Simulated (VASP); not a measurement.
VASP input:

KPOINTS:
```
Automatic
0
gamma
 7 7 8
0 0 0
```

POSCAR:
```
KAu5
1
    5.5865088420    -0.0000000000     0.0000000000
   -2.7932544211     4.8380585711    -0.0000000000
    0.0000000000    -0.0000000000     4.4648463054
K Au
1 5
Direct
  0.0000000000   0.0000000000   1.0000000000
  0.6666670000   0.3333330000   0.0000000000
  0.3333330000   0.6666670000   1.0000000000
  0.5000000000   0.0000000000   0.5000000000
  0.5000000000   0.5000000000   0.5000000000
  0.0000000000   0.5000000000   0.5000000000
```

INCAR:
```
# general
SYSTEM  = KAu5
PREC    = Accurate
ENCUT   = 400   # plane-wave cut-off (eV)
LREAL   = F
LASPH   = T

# electronic loop
EDIFF   = 1E-7   # SCF stop (eV)
NELM    = 100
ALGO    = Normal
LMAXMIX = 6

# smearing
ISMEAR  = -5   # tetrahedra, Bloechl

# ions
ISIF    = 2   # forces and stress, cell fixed

# output
LWAVE   = F
LCHARG  = T
LORBIT  = 11   # lm-projected
NEDOS   = 601

# other
LEFG    = T
```

POTCAR, in this order: K_sv Au (LDA.64 set). Program: vasp_std.

Q: Write an equivalent input for Ansatz.

A: One equivalent input (not run):
Ansatz 0.2 input:
```yaml
crystal:
  lattice:
    - [5.5865088, 0.0000000, 0.0000000]
    - [-2.7932544, 4.8380586, 0.0000000]
    - [0.0000000, 0.0000000, 4.4648463]
  atoms:
    - { symbol: K, position: [0.0000000, 0.0000000, 1.0000000] }
    - { symbol: Au, position: [0.6666670, 0.3333330, 0.0000000] }
    - { symbol: Au, position: [0.3333330, 0.6666670, 1.0000000] }
    - { symbol: Au, position: [0.5000000, 0.0000000, 0.5000000] }
    - { symbol: Au, position: [0.5000000, 0.5000000, 0.5000000] }
    - { symbol: Au, position: [0.0000000, 0.5000000, 0.5000000] }
kpoints:
  mp_grid: { grid: [7, 7, 8] }
hamiltonian:
  xc: lda
  pseudopotentials: { kind: paw }
scf:
  occupations: { method: tetrahedron }
  max_iter: 100
output: { forces: true, stress: true, eigenvalues: true }
```
What does not carry over: each code has its own PAW files, so the cut-off isn't converted (ENCUT is set for VASP's; basis.ecutwfc is left out, and Ansatz then takes the one that its files recommend); Ansatz stops its SCF on the density residual and VASP on the energy change (EDIFF); Ansatz's lda is the Perdew-Wang form, while the LDA potentials of VASP carry Perdew-Zunger's; the field gradients of LEFG aren't asked of the other code.

The structure comes from a computed database's KAu5 entry (P6/mmm); how it stands against other phases isn't given here. It was relaxed first, which changed the volume by -6 %.
